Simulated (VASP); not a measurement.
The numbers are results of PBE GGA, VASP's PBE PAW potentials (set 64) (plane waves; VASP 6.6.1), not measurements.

A VASP calculation is set up with these files.

POSCAR:
```
CaO
1.0
  0.0000000000   2.2722594403   2.2722594403
  2.2722594403   0.0000000000   2.2722594403
  2.2722594403   2.2722594403   0.0000000000
Ca O
1 1
Cartesian
  0.0000000000   0.0000000000   0.0000000000
  2.2722594403   2.2722594403   2.2722594403
```

**INCAR**
```
! general
SYSTEM =CaO
PREC   =Accurate
ENCUT  =620
LREAL  =.FALSE.
LASPH  =.TRUE.

! electronic loop
EDIFF  =1E-6
NELM   =100
ALGO   =Normal

! smearing
ISMEAR =0
SIGMA  =0.05

! functional
GGA    =PE

! ions
IBRION =2
NSW    =40
ISIF   =3
EDIFFG =-0.02
PSTRESS=450

! output
LWAVE  =.FALSE.
LCHARG =.FALSE.
```

File KPOINTS:
```
kpoints
0
gamma
10 10 10
0 0 0
```

POTCAR, in this order: Ca_sv O (PBE.64 set). Program: vasp_std.

Energy and stress use the plane-wave basis of the starting cell.

Question: Predict the energy per atom (σ→0), volume per atom, band gap (on the k-mesh).

Answer: 
```
Property                           Value
------------------------  --------------
energy per atom (σ→0)     -6.051 eV/atom
band gap (on the k-mesh)         3.42 eV
volume per atom           11.05 Å^3/atom
```

OSZICAR:
```
...
   3 F= -.58965538E+01 E0= -.58965538E+01  d E =-.679767E-01
       N       E                     dE             d eps       ncg     rms          rms(c)
DAV:   1    -0.121026079976E+02    0.10311E-01   -0.82310E-03  1228   0.117E+00    0.117E-01
DAV:   2    -0.121023597242E+02    0.24827E-03   -0.80498E-04  1228   0.294E-01    0.468E-02
DAV:   3    -0.121023096416E+02    0.50083E-04   -0.12122E-04  1820   0.157E-01    0.149E-02
DAV:   4    -0.121023087088E+02    0.93285E-06   -0.35948E-05  1752   0.560E-02    0.630E-03
DAV:   5    -0.121023088309E+02   -0.12207E-06   -0.36475E-07   728   0.739E-03
   4 F= -.58966169E+01 E0= -.58966169E+01  d E =-.680398E-01
```

The compound is CaO in the rock salt structure. This run relaxes it under an external pressure of 45 GPa. Symmetry was kept, so distortions that lower it aren't found.
